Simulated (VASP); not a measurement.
Runs of VASP 6.6.1 on FTl. The cell holds a molecule in a box, 2 atoms: a = 9.000 Å, b = 9.000 Å, c = 12.000 Å, α = 90.00°, β = 90.00°, γ = 90.00°. 

```tsv
task	level	potentials or basis	cell	cutoff (eV)	gap on the mesh (eV)	largest force (eV/Å)
single point	optB88-vdW	VASP PAW PBE potentials, release 64 (F, Tl_d)	as given	520	4.48	(b)
single point	PBE	VASP PAW PBE potentials, release 64 (F, Tl_d)	as given	520	4.50	0.69
relaxation of the atoms	BLYP+D3(BJ)	VASP PAW PBE potentials, release 64 (F, Tl_d)	atoms relaxed	520	4.31	-
relaxation of the atoms	PBE	VASP PAW PBE potentials, release 64 (F, Tl_d)	atoms relaxed from: atoms moved at random, drawn with an rms of 0.02 Å	520	4.43	-
atomic charges	PBE+TS	VASP PAW PBE potentials, release 64 (F, Tl_d)	as given	520	4.50	0.69
relaxation of the atoms	revPBE	VASP PAW PBE potentials, release 64 (F, Tl_d)	atoms relaxed	520	4.40	-
electron localisation function	PBE	VASP PAW PBE potentials, release 64 (F, Tl_d)	as given	520	4.50	0.69
relaxation of the atoms	r2SCAN+D3(BJ)	VASP PAW PBE potentials, release 64 (F, Tl_d)	atoms relaxed	520	(a)	-
single point	PBE	VASP PAW PBE potentials, release 64 (F, Tl_d)	atoms moved at random, drawn with an rms of 0.05 Å	520	4.56	1.91
single point	vdW-DF2	VASP PAW PBE potentials, release 64 (F_s, Tl_d)	as given	400	4.34	1.32
```

Alike in all rows: no spin polarisation; k mesh 1 × 1 × 1; smearing gaussian 0.01 eV.

Problem. Fill in the values left out.

Solution. (a) 5.05; (b) 0.71.

Caveats: spin-orbit coupling is left out, which as a rule narrows the gap of such compounds by several tenths of an eV; the PAW data sets were made with another functional, which shifts forces and pressure a little (some runs).

A k mesh can miss the band edges, and the runs leave out spin-orbit coupling on Tl.
